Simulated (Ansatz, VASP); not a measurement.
# Cross-check of GaCo between VASP and Ansatz

Aim: how closely do two programs agree when they are given the same cell, functional and k mesh? The cell is taken from a series of runs on this material, whose earlier steps may have relaxed, scaled, displaced or heated it; both programs get it as it stands.

Program: Ansatz 0.2.0. Level of theory: plane waves, with VASP 6.6.1 beside it; single point at r2SCAN. Results are calculated unless marked as measured.

## Step 1: The structure

Symmetry: Pm-3m, No. 221, cubic system. Conventional cell: a = 2.878 Å, b = 2.878 Å, c = 2.878 Å, α = 90.00°, β = 90.00°, γ = 90.00°. Nearest to Ga lie 8 Co at 2.49 Å. Nearest to Co lie 8 Ga at 2.49 Å. Farther neighbours are not listed.

## Step 2: Ansatz: single point, r2SCAN

Ansatz runs on its default PAW (the set named soft_2) files.

A single point gives forces, pressure and levels at one fixed geometry, so differences don't come from the geometry; what else differs is listed under the comparison.

input.yaml reads:

```yaml
crystal:
  lattice:
    - [2.878, 0.0, 0.0]
    - [0.0, 2.878, 0.0]
    - [0.0, 0.0, 8.634]
  atoms:
    - { symbol: Ga, position: [0.5, 0.5, 0.166666667] }
    - { symbol: Ga, position: [0.5, 0.5, 0.5] }
    - { symbol: Ga, position: [0.5, 0.5, 0.833333333] }
    - { symbol: Co, position: [0.0, 0.0, 0.0], spin: 2.0 }
    - { symbol: Co, position: [0.0, 0.0, 0.333333333], spin: 2.0 }
    - { symbol: Co, position: [0.0, 0.0, 0.666666667], spin: -2.0 }
magnetization:
  spin_polarized: true
kpoints:
  mp_grid: { grid: [13, 13, 5] }
hamiltonian:
  xc: r2scan
scf:
  occupations: { method: fermi_dirac, width: 0.1 }
output:
  eigenvalues: true
```

Started as:

```sh
ansatz run input.yaml --threads 4 --pin off --max-ram 8192MiB --backend cpu --events-out ev --progress --plain --runs-dir out
```

Numbers of over 12 decimals in the logs are rounded to 6 here.

The program printed:

```text
Engine: ansatz 0.2.0, aarch64-unknown-linux-gnu
Pseudopotentials: kind: paw
Pseudopotential: Ga, paw, valence charge 13, recommended cutoff 500 eV (meta_gga), Ga.paw.azcp
Pseudopotential: Co, paw, valence charge 17, recommended cutoff 500 eV (meta_gga), Co.paw.azcp
Functional definition: r2SCAN
  parameter k0 = 0.174
  parameter k1 = 0.065
  parameter a1 = 4.9479
  exchange = r2scan_x(k0 = k0, k1 = k1, a1 = a1)
  correlation = r2scan_c
Crystal: 6 atoms, lattice volume = 71.514 Å³
Basis set: ecut = 500 eV, 1831 PW (Γ), exchange–correlation on 96×96×256 points (64 copies of the dense FFT grid, shifted against one another)
Bands: 58, of which v1, the nominal top of the filled ones, is band 45 counted from 1 (44 counted from 0)
Symmetry: 16 space group operations
Space group: P4/mmm (ITA 123), of the structure as read, at distance tolerance 4.2e-5 Å
Magnetic group: BNS 123.339 (UNI 999), of the structure as read, at distance tolerance 4.2e-5 Å
k-points: 84 of 845
Non-local potential: Ga, projectors of the file, l = 0: 2, l = 1: 2, l = 2: 3, l = 3: 1
Non-local potential: Co, projectors of the file, l = 0: 3, l = 1: 2, l = 2: 3, l = 3: 1
PAW form: soft (Blöchl's): semilocal exchange-correlation on the pseudo side does not see the compensation charge
PAW frozen core: Ga, regenerated for the run's functional (the file was generated under x = pbe(κ = 0.804, μ = 0.219515), c = pbe(β = 0.066725))
PAW frozen core: Co, regenerated for the run's functional (the file was generated under x = pbe(κ = 0.804, μ = 0.219515), c = pbe(β = 0.066725))
PAW one-centre angular grid: Ga, 590 points (default); XC on 160 Gauss nodes
PAW one-centre angular grid: Co, 590 points (default); XC on 160 Gauss nodes
Initial density: superposition of atomic densities (chi_scale 0.1, normalization cell)
Starting moments: Σ|m| = 6 μB on 3 of 6 sites
Initial wavefunctions: pseudopotential atomic-orbital guess
Functional: x = r2scan, c = r2scan; τ floored in thin density (d = 2e-4 eV/Å³)
iter 1 solved again at ethr=1.20e-3 eV; its pass at ethr=3.10e-3 eV (dr2=1.08e0 eV) is discarded
SCF iter   1: F=—  HF=-26761.522621 eV  |F-HF|=—  |Δ(HF+E_count)|=         —  Δρ=2.87e-2 (↑2.80e-2 ↓2.87e-2)  dr2=1.15e0  dr2_τ=2.94e-2  dr2_m=1.24e-1  M=1.574 μB ∫|m|=5.509 μB  β_m=1.00  ethr=1.20e-3  ⟨swp⟩=3.3  Hψ=50083  notcnv=0
Mixer restart at iter 1: flushing history
preconditioner: auto → Kerker (q_TF=auto, 2.835 Å⁻¹)  [metal: Δε(μ)=0.004 eV  Ē_g=14.077 eV  σ=0.100 eV  W_gap=0.01  n_scr=26 (ndim 8)  ℏωp=35.7 eV  f_vac=0.000  D(μ)=6.34/eV (n_scr^D=74)]
spin=Collinear: Kerker preconditioning applied to the charge; magnetization (m = ρ↑ − ρ↓) channel mixes plain (no charge-response kernel on spin).
SCF iter   2: F=—  HF=-26762.125908 eV  |F-HF|=—  |Δ(HF+E_count)|=   6.03e-1  Δρ=2.04e-2 (↑1.86e-2 ↓2.04e-2)  dr2=9.20e-1  dr2_τ=5.05e-3  dr2_m=2.36e-2  M=1.469 μB ∫|m|=5.393 μB  β_m=1.00  ethr=1.20e-3  ⟨swp⟩=3.4  Hψ=17224  notcnv=0  defer=457  κ⁻¹=1.0e0(r=1)
SCF iter   3: F=—  HF=-26763.166114 eV  |F-HF|=—  |Δ(HF+E_count)|=    1.04e0  Δρ=2.06e-2 (↑1.78e-2 ↓2.06e-2)  dr2=8.79e-1  dr2_τ=2.36e-3  dr2_m=3.84e-2  M=1.416 μB ∫|m|=5.246 μB  β_m=1.00  ethr=1.02e-3  ⟨swp⟩=2.0  Hψ=12641  notcnv=0  defer=575  κ⁻¹=1.1e-2(r=2)
SCF iter   4: F=—  HF=-26765.114698 eV  |F-HF|=—  |Δ(HF+E_count)|=    1.95e0  Δρ=1.68e-2 (↑1.39e-2 ↓1.68e-2)  dr2=6.81e-1  dr2_τ=1.41e-3  dr2_m=2.62e-2  M=1.264 μB ∫|m|=4.787 μB  β_m=1.00  ethr=9.77e-4  ⟨swp⟩=2.8  Hψ=14066  notcnv=0  defer=579  κ⁻¹=6.7e-3(r=3)
SCF iter   5: F=—  HF=-26766.281784 eV  |F-HF|=—  |Δ(HF+E_count)|=    1.17e0  Δρ=8.31e-3 (↑8.31e-3 ↓7.58e-3)  dr2=1.79e-1  dr2_τ=3.10e-3  dr2_m=3.22e-3  M=0.937 μB ∫|m|=3.782 μB  β_m=1.00  ethr=7.56e-4  ⟨swp⟩=3.0  Hψ=21614  notcnv=0  defer=600  κ⁻¹=2.1e-3(r=4)
SCF iter   6: F=—  HF=-26766.479221 eV  |F-HF|=—  |Δ(HF+E_count)|=         —  Δρ=1.96e-2 (↑1.96e-2 ↓1.67e-2)  dr2=3.54e-2  dr2_τ=2.01e-3  dr2_m=1.95e-1  M=0.706 μB ∫|m|=3.006 μB  β_m=1.00  ethr=1.99e-4  ⟨swp⟩=2.1  Hψ=19184  notcnv=0  defer=625
Mixer restart at iter 6: flushing history
SCF iter   7: F=—  HF=-26766.485014 eV  |F-HF|=—  |Δ(HF+E_count)|=   5.79e-3  Δρ=8.39e-3 (↑8.39e-3 ↓5.90e-3)  dr2=3.08e-2  dr2_τ=9.82e-4  dr2_m=1.62e-2  M=0.665 μB ∫|m|=2.845 μB  β_m=1.00  ethr=3.94e-5  ⟨swp⟩=2.0  Hψ=18233  notcnv=0  defer=621  κ⁻¹=1.0e0(r=1)
[...]
SCF iter  11: F=—  HF=-26766.550891 eV  |F-HF|=—  |Δ(HF+E_count)|=   1.13e-3  Δρ=8.24e-4 (↑5.58e-4 ↓8.24e-4)  dr2=3.66e-4  dr2_τ=9.02e-6  dr2_m=1.31e-4  M=0.517 μB ∫|m|=2.468 μB  β_m=1.00  ethr=7.08e-7  ⟨swp⟩=2.0  Hψ=17357  notcnv=0  defer=620  κ⁻¹=3.0e-4(r=5)
SCF iter  12: F=—  HF=-26766.551231 eV  |F-HF|=—  |Δ(HF+E_count)|=   3.41e-4  Δρ=6.38e-4 (↑4.60e-4 ↓6.38e-4)  dr2=2.77e-4  dr2_τ=4.38e-6  dr2_m=8.92e-5  M=0.510 μB ∫|m|=2.459 μB  β_m=1.00  ethr=4.06e-7  ⟨swp⟩=2.0  Hψ=11490  notcnv=0  defer=615  κ⁻¹=6.4e-5(r=6)
SCF iter  13: F=—  HF=-26766.552147 eV  |F-HF|=—  |Δ(HF+E_count)|=   9.16e-4  Δρ=2.89e-4 (↑2.89e-4 ↓1.54e-4)  dr2=2.89e-5  dr2_τ=8.06e-7  dr2_m=2.46e-5  M=0.468 μB ∫|m|=2.400 μB  β_m=1.00  ethr=3.08e-7  ⟨swp⟩=2.2  Hψ=17517  notcnv=0  defer=616  κ⁻¹=7.5e-6(r=7)
SCF iter  14: F=—  HF=-26766.552167 eV  |F-HF|=—  |Δ(HF+E_count)|=   1.96e-5  Δρ=2.05e-4 (↑2.05e-4 ↓1.49e-4)  dr2=1.78e-5  dr2_τ=4.85e-7  dr2_m=1.02e-5  M=0.461 μB ∫|m|=2.394 μB  β_m=1.00  ethr=3.21e-8  ⟨swp⟩=2.0  Hψ=17113  notcnv=0  defer=616  κ⁻¹=7.5e-6(r=8)
SCF iter  15: F=—  HF=-26766.552188 eV  |F-HF|=—  |Δ(HF+E_count)|=   2.08e-5  Δρ=1.09e-4 (↑1.09e-4 ↓1.05e-4)  dr2=9.32e-6  dr2_τ=1.34e-7  dr2_m=3.46e-6  M=0.459 μB ∫|m|=2.395 μB  β_m=1.00  ethr=1.97e-8  ⟨swp⟩=2.0  Hψ=17294  notcnv=0  defer=616  κ⁻¹=3.5e-5(r=8)
SCF iter  16: F=—  HF=-26766.552228 eV  |F-HF|=—  |Δ(HF+E_count)|=   4.02e-5  Δρ=4.56e-5 (↑2.29e-5 ↓4.56e-5)  dr2=1.97e-6  dr2_τ=2.32e-8  dr2_m=3.79e-7  M=0.454 μB ∫|m|=2.399 μB  β_m=1.00  ethr=1.04e-8  ⟨swp⟩=2.1  Hψ=17471  notcnv=0  defer=616  κ⁻¹=1.0e-5(r=8)
SCF iter  17: F=—  HF=-26766.552230 eV  |F-HF|=—  |Δ(HF+E_count)|=   2.60e-6  Δρ=2.37e-5 (↑2.37e-5 ↓2.01e-5)  dr2=5.62e-7  dr2_τ=1.39e-8  dr2_m=2.76e-8  M=0.452 μB ∫|m|=2.399 μB  β_m=1.00  ethr=2.18e-9  ⟨swp⟩=2.0  Hψ=17449  notcnv=0  defer=617  κ⁻¹=6.7e-5(r=8)
SCF iter  18: F=—  HF=-26766.552231 eV  |F-HF|=—  |Δ(HF+E_count)|=   8.57e-7  Δρ=1.34e-5 (↑1.34e-5 ↓1.28e-5)  dr2=1.37e-7  dr2_τ=3.43e-9  dr2_m=1.15e-8  M=0.451 μB ∫|m|=2.399 μB  β_m=1.00  ethr=6.25e-10  ⟨swp⟩=2.0  Hψ=17326  notcnv=0  defer=617  κ⁻¹=1.4e-4(r=8)
SCF iter  19: F=—  HF=-26766.552232 eV  |F-HF|=—  |Δ(HF+E_count)|=   6.70e-7  Δρ=7.30e-6 (↑4.63e-6 ↓7.30e-6)  dr2=4.75e-8  dr2_τ=5.39e-10  dr2_m=4.68e-9  M=0.451 μB ∫|m|=2.398 μB  β_m=1.00  ethr=1.53e-10  ⟨swp⟩=2.0  Hψ=17423  notcnv=0  defer=617  κ⁻¹=5.0e-5(r=8)
SCF iter  20: F=-26766.552232 eV  HF=-26766.552232 eV  |F-HF|=9.94e-9  |Δ(HF+E_count)|=   4.33e-9  Δρ=6.07e-6 (↑6.07e-6 ↓5.67e-6)  dr2=2.59e-8  dr2_τ=6.16e-10  dr2_m=8.58e-9  M=0.451 μB ∫|m|=2.398 μB  ethr=5.28e-11  ⟨swp⟩=7.7  Hψ=36506  notcnv=0
SCF 1 converged in 20 iterations: F = -26766.552232 eV  dr2 = 2.59e-8
  greatest PAW one-centre occupation: 1.004 electrons in one spin orbital (limit 2), on the Co atom at site 5 (counted from 0), in its partial waves of l = 1
this state was not tested for a lower state beside it, because the mixer in use, unlike msr1, does not test its closes by its own steps (another_mixer; see scf.mixing.algorithm and scf.lower_state_search)
SCF converged after 20 iterations
Magnetization: 0.4506 μB (45.2253 up, 44.7747 down)
Absolute magnetization: 2.4035 μB (∫|ρ↑−ρ↓|, with the PAW one-centre terms)
Spin contamination: 0.6107 ħ² per cell (⟨S²⟩ above its minimum at these occupations)
Per-site moments (μB) at R_I (Å): [(-0.030709, 1.028124), (0.000378523, 1.028124), (0.000378523, 1.028124), (0.650954, 1.028124), (0.650954, 1.028124), (-0.734200, 1.028124)]
Free energy (F): -26766.552232 eV
Harris-Foulkes:  -26766.552232 eV  (|F-HF|=9.94e-9)
Internal energy: -26766.468196 eV  (E = F + TS)
E sigma→0 (E₀):  -26766.510214 eV
Entropy (-TS):   -0.084036 eV (-14.006 meV/atom)
Fermi energy:    16.616524 eV
--- Per-component energies (eV) ---
  E_band       = -743.610581
  E_kinetic    = 1719.514065
  E_local      = -13470.356684  (includes V_loc(G=0)·N_el)
  E_nonlocal   = 2670.243536
  E_hartree    = 5990.074562
  E_xc         = -661.496434
  E_vxc        = -871.828836  (∫ρ·V_xc dr)
  E_paw        = -10598.753204  (= ΣΔE_a)
  E_vpaw       = -2825.538711  (= ΣTr[D̂ρ^β])
  E_aug_tail   = 0.000015  (compensation charges beyond the density's cutoff)
  E_vtau       = 54.198989  (kinetic-family band-sum trace: ∫τ·v_τ [+ j·A + Jᵃ·Aᵃ] dr)
  E_ewald      = -12412.849223
  E_core_change = -2.844828  (= ΣΔE_core)
  E_smearing   = -0.084036  (= −TS)
  E_closure    = -0.000000  (closes the sum)
  Σ components = -26766.552232   (vs F -26766.552232, Δ=0.00e0)
--- Band table (eV; the first three rows and the last of 168) ---
  k-point 0 ↑: bands = [... 41 lower, 15.7415, 15.9190, 15.9190, 16.0171, 16.6659, 17.4250, 22.2515, 22.2515, ... 9 higher]
  k-point 1 ↑: bands = [... 41 lower, 15.7415, 15.8757, 15.8757, 16.0171, 16.7168, 17.7272, 21.5497, 22.4051, ... 9 higher]
  k-point 2 ↑: bands = [... 41 lower, 15.7414, 15.7884, 15.7884, 16.0171, 16.7684, 18.6770, 20.1174, 22.8465, ... 9 higher]
  k-point 83 ↓: bands = [... 41 lower, 16.4902, 16.6609, 16.9717, 17.5591, 17.6394, 17.9301, 19.0276, 19.2487, ... 9 higher]
```

The column dr2 measures how far the density is from self-consistency, as an energy; F and HF (Harris–Foulkes) agree once it is small.

(Continued in part 2 of 2.)

[Lines on the potential files, build, host, timing and source positions are cut from VASP's logs without a mark.]

[Logs are printed without paths, hosts, clocks, repeated set-up lines and the standing remarks that a program may print on its own settings, such as how far it seeks lower states.]

[Hosts, paths, dates, database ids (printed as entryN), source tags and the programs' standing remarks are cut or masked in the printed files.]
